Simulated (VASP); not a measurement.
The cell holds one Cu (fcc) (100) slab, with vacuum along c, ions free to move until forces fall under 0.03 eV/Å, no reconstruction beyond this cell, dipole correction on.

Input:

```
Cu
1.0
    2.52276     0.00000     0.00000
    0.00000     2.52276     0.00000
    0.00000     0.00000    25.52746
Cu
6
Direct
  0.50000   0.00000   0.32631
  0.00000   0.50000   0.39436
  0.50000   0.00000   0.46478
  0.00000   0.50000   0.53522
  0.50000   0.00000   0.60564
  0.00000   0.50000   0.67369
```

Calculation: PBEsol GGA, VASP's PBE PAW potentials (set 64) (plane waves; VASP). Settings: 400 eV cut-off, 11×11×1 Γ-centred mesh, first-order Methfessel-Paxton smearing of 0.10 eV, potentials Cu.

Slab and bulk use different k-meshes, so the surface energy is good to a few per cent at best.

Predict its surface energy, work function, band gap (on the k-mesh).

| Property | Value |
|---|---|
| surface energy | 1.76 J/m^2 |
| work function | 4.71 eV |
| band gap (on the k-mesh) | none (metal, semimetal or under 0.01 eV) |

Measured: work function 4.73 eV (computed value off by -0.02 eV), as given by Abhirup Patra et al., Proceedings of the National Academy of Sciences (2017), arXiv:1702.08515.

The cell is a thin slab with vacuum, built from Cu (fcc): (100) face.
